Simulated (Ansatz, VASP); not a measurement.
## Th3Ga2 in two plane-wave programs

Aim: how closely do two programs agree when they are given the same cell, functional and k mesh? The structure shown is the end of the Ansatz relaxation below.

Main program and level: Ansatz 0.2.0; plane waves, with VASP 6.6.1 beside it; single point at PBEsol.

**1. The structure**

It takes space group P4/mbm (No. 127, tetragonal). The conventional cell has a = 7.992 Å, b = 7.992 Å, c = 4.233 Å, α = 90.00°, β = 90.00°, γ = 90.00°. Nearest to Th lie 4 Ga at 3.19 Å. Nearest to Th lie 6 Ga at 3.14 to 3.20 Å. Ga has 1 Ga at 2.67 Å and 8 Th at 3.14 to 3.20 Å nearest. Farther neighbours are not listed.

**2. Ansatz: relaxation, PBEsol**

Ansatz runs on its default PAW (the set named soft_2) files.

This run makes the geometry at which the two programs are then compared.

input.yaml

```yaml
crystal:
  lattice:
    - [7.9884577956, 0.0, 0.0]
    - [0.0, 7.9884577956, 0.0]
    - [0.0, 0.0, 4.2362149967]
  atoms:
    - { symbol: Th, position: [0.0, 0.0, 0.0] }
    - { symbol: Th, position: [0.5, 0.5, 0.0] }
    - { symbol: Th, position: [0.1760446054, 0.6760446054, 0.5] }
    - { symbol: Th, position: [0.3239553946, 0.1760446054, 0.5] }
    - { symbol: Th, position: [0.8239553946, 0.3239553946, 0.5] }
    - { symbol: Th, position: [0.6760446054, 0.8239553946, 0.5] }
    - { symbol: Ga, position: [0.3817012091, 0.8817012091, 0.0] }
    - { symbol: Ga, position: [0.1182987909, 0.3817012091, 0.0] }
    - { symbol: Ga, position: [0.6182987909, 0.1182987909, 0.0] }
    - { symbol: Ga, position: [0.8817012091, 0.6182987909, 0.0] }
kpoints:
  mp_grid: { grid: [6, 6, 8] }
hamiltonian:
  xc: pbesol
scf:
  occupations: { method: methfessel_paxton, width: 0.2 }
output:
  forces: true
  stress: true
  eigenvalues: true
relax:
  adjacent_minimum: "off"
  f_tol: 0.001
  max_steps: 60
  cell: { stress_tol: 0.01, fix: [volume] }
```

Run with:

```bash
$ ansatz run input.yaml --threads 6 --pin off --max-ram 40960MiB --backend cuda --events-out ev --progress --plain --runs-dir out
```

Numbers of over 12 decimals in the logs are rounded to 6 here.

The program printed:

```text
Engine: ansatz 0.2.0, x86_64-unknown-linux-gnu
Pseudopotentials: kind: paw
Pseudopotential: Th, paw, valence charge 12, recommended cutoff 420 eV (normal), Th.paw.azcp
Pseudopotential: Ga, paw, valence charge 13, recommended cutoff 420 eV (normal), Ga.paw.azcp
Functional definition: PBEsol
  exchange = pbesol_x
  correlation = pbesol_c
device memory: the entry about to start is reckoned to put 11.3 GiB on a device that reports 70.1 GiB free
GPU FFT provider: cuFFT
GPU libraries: cuBLAS 13.8.2, cuFFT 12.4.0, cuSOLVER 12.3.4
Crystal: 10 atoms, lattice volume = 270.336 Å³
Basis set: ecut = 420 eV, 5279 PW (Γ), exchange–correlation on 108×108×60 points (8 copies of the dense FFT grid, shifted against one another)
Bands: 75, of which v1, the nominal top of the filled ones, is band 62 counted from 1 (61 counted from 0)
Symmetry: 16 space group operations
Space group: P4/mbm (ITA 127), of the structure as read, at distance tolerance 6.5e-5 Å
k-points: 50 of 288
Non-local potential: Th, projectors of the file, l = 0: 3, l = 1: 2, l = 2: 2, l = 3: 3
Non-local potential: Ga, projectors of the file, l = 0: 2, l = 1: 2, l = 2: 3, l = 3: 1
PAW form: soft (Blöchl's): semilocal exchange-correlation on the pseudo side does not see the compensation charge
PAW frozen core: Th, regenerated for the run's functional, and the local potential with it (the file was generated under x = pbe(κ = 0.804, μ = 0.219515), c = pbe(β = 0.066725))
PAW frozen core: Ga, regenerated for the run's functional, and the local potential with it (the file was generated under x = pbe(κ = 0.804, μ = 0.219515), c = pbe(β = 0.066725))
PAW one-centre angular grid: Th, 590 points (default); XC on 64 Gauss nodes
PAW one-centre angular grid: Ga, 590 points (default); XC on 64 Gauss nodes
Initial density: superposition of atomic densities (neutral atoms: chi_scale 0, normalization atom), corrected by the library's trained network
Initial wavefunctions: pseudopotential atomic-orbital guess
GPU buffer pool allocated for 87480 grid points (all kernels)
GPU transforms: local potential and band sums: pruned to the plane-wave sphere, on 54×54×30
Functional: x = pbesol(κ = 0.804, μ = 0.123457), c = pbesol(β = 0.046)
SCF iter   1: F=—  HF=-93313.485377 eV  |F-HF|=—  |Δ(HF+E_count)|=         —  Δρ=3.43e-3  dr2=1.74e-2  ethr=1.77e-3  ⟨swp⟩=4.9  Hψ=15696  notcnv=0
preconditioner: auto → Kerker (q_TF=auto, 2.396 Å⁻¹)  [metal: Δε(μ)=0.004 eV  Ē_g=12.311 eV  σ=0.200 eV  W_gap=0.02  n_scr=70 (ndim 8)  ℏωp=23.9 eV  f_vac=0.000  D(μ)=15.24/eV (n_scr^D=140)]
SCF iter   2: F=—  HF=-93313.485436 eV  |F-HF|=—  |Δ(HF+E_count)|=   5.91e-5  S|Δr|=    0.00e0  Δρ=1.86e-3  dr2=5.63e-3  ethr=1.40e-5  ⟨swp⟩=2.0  Hψ=7436  notcnv=0
SCF iter   3: F=—  HF=-93313.485901 eV  |F-HF|=—  |Δ(HF+E_count)|=   4.65e-4  S|Δr|=    0.00e0  Δρ=8.00e-4  dr2=1.29e-3  ethr=4.54e-6  ⟨swp⟩=2.0  Hψ=4788  notcnv=0
SCF iter   4: F=—  HF=-93313.485191 eV  |F-HF|=—  |Δ(HF+E_count)|=   7.10e-4  S|Δr|=    0.00e0  Δρ=1.44e-4  dr2=4.58e-5  ethr=1.04e-6  ⟨swp⟩=2.0  Hψ=5620  notcnv=0
SCF iter   5: F=—  HF=-93313.485588 eV  |F-HF|=—  |Δ(HF+E_count)|=   3.96e-4  S|Δr|=    0.00e0  Δρ=2.39e-5  dr2=1.64e-6  ethr=3.69e-8  ⟨swp⟩=3.0  Hψ=7515  notcnv=0
SCF iter   6: F=—  HF=-93313.485588 eV  |F-HF|=—  |Δ(HF+E_count)|=   8.51e-8  S|Δr|=    0.00e0  Δρ=7.76e-6  dr2=1.58e-7  ethr=1.32e-9  ⟨swp⟩=2.9  Hψ=6000  notcnv=0
SCF iter   7: F=-93313.485588 eV  HF=-93313.485588 eV  |F-HF|=1.80e-9  |Δ(HF+E_count)|=   1.62e-8  S|Δr|=    0.00e0  Δρ=1.50e-6  dr2=5.95e-9  ethr=8.06e-11  ⟨swp⟩=10.7  Hψ=18206  notcnv=0
SCF 1 converged in 7 iterations: F = -93313.485588 eV  dr2 = 5.95e-9
  greatest PAW one-centre occupation: 0.994 electrons in one spin orbital (limit 2), on the Ga atom at site 9 (counted from 0), in its partial waves of l = 2
relax step   1: F+E_penalty+E_count = -93313.48558763 eV  Δ(F+E_penalty+E_count) = +0.000e0 eV  max|allowed force component| = 4.379e-3 eV/Å  Δτ_max = 0.0000 Å  P = -3.119 GPa  Ω = 270.336 Å³  fix = [volume]  reactions: volume -3.119 GPa  (7 SCF iters, dr2 threshold 1.00e-7 eV, accepted)
[...]
relax step   2: F+E_penalty+E_count = -93313.48564074 eV  Δ(F+E_penalty+E_count) = -5.310e-5 eV  max|allowed force component| = 8.743e-4 eV/Å  Δτ_max = 0.0009 Å  P = -3.122 GPa  Ω = 270.336 Å³  energy of the carried Pulay correction = +1.346e-15 eV  fix = [volume]  reactions: volume -3.122 GPa  (6 SCF iters, dr2 threshold 2.86e-9 eV, accepted)
[...]
relax step   3: F+E_penalty+E_count = -93313.48564886 eV  Δ(F+E_penalty+E_count) = -8.123e-6 eV  max|allowed force component| = 8.720e-4 eV/Å  Δτ_max = 0.0000 Å  P = -3.122 GPa  Ω = 270.336 Å³  fix = [volume]  reactions: volume -3.122 GPa  stress off target by 7.11e-3 GPa on what of the cell is left free  SCF on the basis re-selected at this cell (its energy is not comparable with the rows above)  (5 SCF iters)
basis re-selected at this cell: Δ(F+E_penalty+E_count) = -8.123e-6 eV, ΔP = -0.000 GPa vs the last step (what re-selecting the basis moved, of the pressure what is left beyond the Pulay correction that the steps carried, after the strain that the cell walked since its last selection, with what the two solves' SCF thresholds leave and, on support functions, any second-order correction that the steps lacked; it is no m [...]
SCF converged after 5 iterations
Stability not checked: this state was not tested for a lower state beside it, because cold or Methfessel-Paxton smearing, or corrected tetrahedra, fill the levels in a way that the test cannot read (fill_not_monotonic; see scf.lower_state_search)
Free energy (F): -93313.485649 eV
Harris-Foulkes:  -93313.485649 eV  (|F-HF|=2.91e-11)
Internal energy: -93313.463939 eV  (E = F + TS)
E sigma→0 (E₀):  -93313.480221 eV
Entropy (-TS):   -0.021710 eV (-2.171 meV/atom)
Fermi energy:    13.503281 eV
--- Per-component energies (eV) ---
  E_band       = -62.687298
  E_kinetic    = 1808.034595
  E_local      = -10056.760084  (includes V_loc(G=0)·N_el)
  E_nonlocal   = 2639.288003
  E_hartree    = 4374.953076
  E_xc         = -2594.034157
  E_vxc        = -1304.332256  (∫ρ·V_xc dr)
  E_paw        = -79020.942688  (= ΣΔE_a)
  E_vpaw       = -1898.823306  (= ΣTr[D̂ρ^β])
  E_aug_tail   = -0.000493  (compensation charges beyond the density's cutoff)
  E_ewald      = -10468.278074
  E_core_change = 4.275883  (= ΣΔE_core)
  E_smearing   = -0.021710  (= −TS)
  E_closure    = 0.000000  (closes the sum)
  Σ components = -93313.485649   (vs F -93313.485649, Δ=0.00e0)
--- Forces (eV/Å), atoms counted from 1 ---
  atom   1  Th     0.00000000     0.00000000     0.00000000
  atom   2  Th    -0.00000000     0.00000000     0.00000000
  atom   3  Th     0.00087197     0.00087197     0.00000000
  atom   4  Th    -0.00087197     0.00087197     0.00000000
  atom   5  Th    -0.00087197    -0.00087197     0.00000000
  atom   6  Th     0.00087197    -0.00087197     0.00000000
  atom   7  Ga    -0.00030393    -0.00030393     0.00000000
  atom   8  Ga     0.00030393    -0.00030393     0.00000000
  atom   9  Ga     0.00030393     0.00030393     0.00000000
  atom  10  Ga    -0.00030393     0.00030393     0.00000000
  max |Σ_I F_I| component: 2.08e-17 eV/Å
--- Stress (GPa, compression-positive) ---
       -3.118305       0.000000       0.000000
        0.000000      -3.118305       0.000000
        0.000000       0.000000      -3.128971
  P = ⅓ Tr σ = -3.1219 GPa (-31.219 kbar)
--- Band table (eV; the first three rows and the last of 50) ---
  k-point 0: bands = [... 58 lower, 12.7210, 12.9448, 13.0676, 13.0676, 13.5143, 13.9489, 14.1707, 14.2948, ... 9 higher]
  k-point 1: bands = [... 58 lower, 12.6969, 12.9021, 13.0634, 13.0634, 13.1110, 13.8182, 14.2656, 14.3548, ... 9 higher]
  k-point 2: bands = [... 58 lower, 12.9127, 13.0982, 13.0982, 13.3465, 13.4116, 13.5284, 14.0543, 14.0543, ... 9 higher]
  k-point 49: bands = [... 58 lower, 13.2734, 13.2734, 13.2862, 13.2862, 13.4139, 13.4139, 13.5774, 13.5774, ... 9 higher]
--- Relaxed structure (2 steps of the walk, 2 accepted, 1 SCFs on fresh bases) ---
  F+E_penalty+E_count = -93313.48564886 eV   max|allowed force component| = 8.720e-4 eV/Å   (the final SCF, on the basis selected at the relaxed cell)
  cell:  # Å, volume = 270.3360 Å³
    - [7.991744, 0.0, 0.0]
    - [0.0, 7.991744, 0.0]
    - [0.0, 0.0, 4.232731]
  atoms:
    - { symbol: Th, position: [0, 0, 0.0] }
    - { symbol: Th, position: [0.5, 0.5, 0.0] }
    - { symbol: Th, position: [0.176040, 0.676040, 0.500000] }
    - { symbol: Th, position: [0.323960, 0.176040, 0.500000] }
    - { symbol: Th, position: [0.823960, 0.323960, 0.500000] }
    - { symbol: Th, position: [0.676040, 0.823960, 0.500000] }
    - { symbol: Ga, position: [0.381782, 0.881782, 0.0] }
    - { symbol: Ga, position: [0.118218, 0.381782, 0.0] }
    - { symbol: Ga, position: [0.618218, 0.118218, 0.0] }
    - { symbol: Ga, position: [0.881782, 0.618218, 0.0] }
```

Reading the cycles: dr2 is the Hartree energy of the density residual (eV), the measure of convergence; HF is the Harris–Foulkes estimate of the energy, which meets the free energy F at convergence.

**3. VASP: single point, PBEsol**

The same cell, functional, mesh and smearing now go to VASP, with its own data sets.

Lines of VASP's logs that name or quote its potential files are left out, and so is its time.

INCAR

```
SYSTEM = Th3Ga2
PREC = Accurate
ENCUT = 500
EDIFF = 1E-06
NELM = 200
ISMEAR = 1
SIGMA = 0.2
LREAL = .FALSE.
ALGO = Normal
GGA = PS
NBANDS = 76
LASPH = .TRUE.
LORBIT = 11
LWAVE = .FALSE.
LCHARG = .FALSE.
ISIF = 2
GGA_COMPAT = .FALSE.
LMAXMIX = 6
KPAR = 2
```

POSCAR

```
Th3Ga2
1.0
    7.9917443991      0.0000000000      0.0000000000
    0.0000000000      7.9917443991      0.0000000000
    0.0000000000      0.0000000000      4.2327314278
Th Ga
6 4
Direct
    0.0000000000      0.0000000000      0.0000000000
    0.5000000000      0.5000000000      0.0000000000
    0.1760402966      0.6760402966      0.5000000000
    0.3239597034      0.1760402966      0.5000000000
    0.8239597034      0.3239597034      0.5000000000
    0.6760402966      0.8239597034      0.5000000000
    0.3817816704      0.8817816704      0.0000000000
    0.1182183296      0.3817816704      0.0000000000
    0.6182183296      0.1182183296      0.0000000000
    0.8817816704      0.6182183296      0.0000000000
```

KPOINTS

```
Automatic mesh
0
Gamma
6 6 8
0 0 0
```

PAW data sets: Th and Ga_d (PBE family, release 64).

Run with:

```bash
$ mpirun -np 2 vasp_std
```

The program printed:

```text
[banner, memory and clock lines left out]
running    2 mpi-ranks, on    1 nodes
 distrk:  each k-point on    1 cores,    2 groups
 distr:  one band on    1 cores,    1 groups

 POSCAR found type information on POSCAR ThGa
 POSCAR found :  2 types and      10 ions
|                                                                             |
|               ----> ADVICE to this user running VASP <----                  |
|                                                                             |
|     You enforced a specific xc type in the INCAR file but a different       |
|     [... a line on the potential file left out ...]
|     I HOPE YOU KNOW WHAT YOU ARE DOING!                                     |
|                                                                             |

 LDA part: xc-table for (Slater+PW92), standard interpolation
 POSCAR, INCAR and KPOINTS ok, starting setup
 FFT: planning ... GRIDC
 FFT: planning ... GRID_SOFT
 FFT: planning ... GRID
 WAVECAR not read
 entering main loop
       N       E                     dE             d eps       ncg     rms          rms(c)
DAV:   1     0.163069497928E+04    0.16307E+04   -0.49533E+04  7752   0.205E+03
DAV:   2     0.336303365714E+03   -0.12944E+04   -0.12462E+04  8824   0.602E+02
DAV:   3    -0.207437198398E+02   -0.35705E+03   -0.34795E+03  9772   0.229E+02
DAV:   4    -0.701678481744E+02   -0.49424E+02   -0.48219E+02 12096   0.856E+01
DAV:   5    -0.732871943100E+02   -0.31193E+01   -0.30268E+01 11792   0.196E+01    0.654E+01
DAV:   6    -0.669450734581E+02    0.63421E+01   -0.17111E+01 11740   0.136E+01    0.397E+01
DAV:   7    -0.662849228329E+02    0.66015E+00   -0.15157E+01 10508   0.134E+01    0.160E+01
DAV:   8    -0.663002719225E+02   -0.15349E-01   -0.22499E+00 12320   0.472E+00    0.763E+00
DAV:   9    -0.661146087908E+02    0.18566E+00   -0.10749E+00 10104   0.366E+00    0.391E+00
DAV:  10    -0.661089762089E+02    0.56326E-02   -0.11734E-01 11452   0.123E+00    0.857E-01
DAV:  11    -0.661100680540E+02   -0.10918E-02   -0.20933E-02 12864   0.510E-01    0.546E-01
DAV:  12    -0.661095006090E+02    0.56745E-03   -0.43441E-03 10924   0.212E-01    0.125E-01
DAV:  13    -0.661095234418E+02   -0.22833E-04   -0.50293E-04 11336   0.722E-02    0.575E-02
DAV:  14    -0.661095247038E+02   -0.12620E-05   -0.33785E-05 11292   0.217E-02    0.113E-01
DAV:  15    -0.661095174689E+02    0.72349E-05   -0.15373E-05 10272   0.146E-02    0.385E-02
DAV:  16    -0.661095182927E+02   -0.82377E-06   -0.10040E-06  5760   0.523E-03
   1 F= -.66109518E+02 E0= -.66102076E+02  d E =-.223281E-01
```

[end of part 1 of 2]

[Lines on the potential files, build, host, timing and source positions are cut from VASP's logs without a mark.]

[Logs are printed without paths, hosts, clocks, repeated set-up lines and the standing remarks that a program may print on its own settings, such as how far it seeks lower states.]

[Hosts, paths, dates, database ids (printed as entryN), source tags and the programs' standing remarks are cut or masked in the printed files.]
